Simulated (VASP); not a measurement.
Wanted: the native input for a VASP 6.6.1 run.

* Task: vibrations by finite differences
* Functional: PBE
* Dispersion: D3(BJ)
* Potentials or basis: VASP PAW PBE potentials, release 64 (O, C, H)
* Cutoff: 400 eV
* k mesh: 1 × 1 × 1
* Occupations: gaussian, width 0.01 eV
* Spin: no spin polarisation
* Further INCAR settings: ALGO = Fast; EDIFF = 1e-07; NBANDS = 16; ISYM = 0; IBRION = 5; POTIM = 0.015; NSW = 1

The structure of OCH4 lies in POSCAR:

```
H4CO                                    
1.0
   12.7722774153      0.0000000000      0.0000000000
    0.0000000000     13.2722774153      0.0000000000
    0.0000000000      0.0000000000     13.7722774153
  O               C               H             
     1     1     4
Selective dynamics
Direct
0.5814554605000026  0.4957380617999974  0.4800698287999978  T T T
0.4709007345168943  0.4985833375410336  0.4959323125790473  T T T
0.6154968736400552  0.5348561371265734  0.5307142176538949  T T T
0.4484521455929876  0.4646677748428786  0.5661815079560640  T T T
0.4354390133414563  0.4537911774680984  0.4375645801328557  T T T
0.4391236648754287  0.5758974078562713  0.4918117471126108  T T T
```

The input as run:

INCAR

```
PREC     = Accurate       # precision mode
ENCUT    = 400            # plane-wave cutoff, eV
EDIFF    = 1E-7           # SCF threshold, eV
ISMEAR   = 0              # smearing method
SIGMA    = 0.01           # smearing width, eV
LREAL    = False          # projectors in reciprocal space
LASPH    = True           # aspherical terms in the spheres
NELM     = 80             # most SCF steps
ALGO     = Fast           # electronic algorithm
ISIF     = 2              # what is computed and relaxed
LWAVE    = False          # write WAVECAR
LCHARG   = False          # write CHGCAR
GGA      = PE             # functional
IVDW     = 12             # dispersion correction
NBANDS   = 16             # bands
IBRION   = 5              # ionic algorithm
NFREE    = 2            
POTIM    = 0.015          # step
NSW      = 1              # ionic steps
ISYM     = 0
```

KPOINTS

```
Automatic mesh
0
Gamma
  1 1 1
```

Potentials or basis: VASP PAW PBE potentials, release 64 (O, C, H).

Run with:

```sh
$ cat potpaw_PBE.64/O/POTCAR potpaw_PBE.64/C/POTCAR potpaw_PBE.64/H/POTCAR > POTCAR
$ mpirun -np 4 vasp_gam > vasp.out
```

It gave:

* Highest phonon frequency at Γ, LO-TO splitting left out: 3731 cm⁻¹
* Most unstable mode: 30i cm⁻¹
* Dispersion energy per atom: -0.009 eV

Caveat: some modes are imaginary.

Wall time 8 min on 4 MPI ranks on Intel(R) Xeon(R) 6975P-C (Granite Rapids) (shared host), peak memory 0.5 GiB a rank.
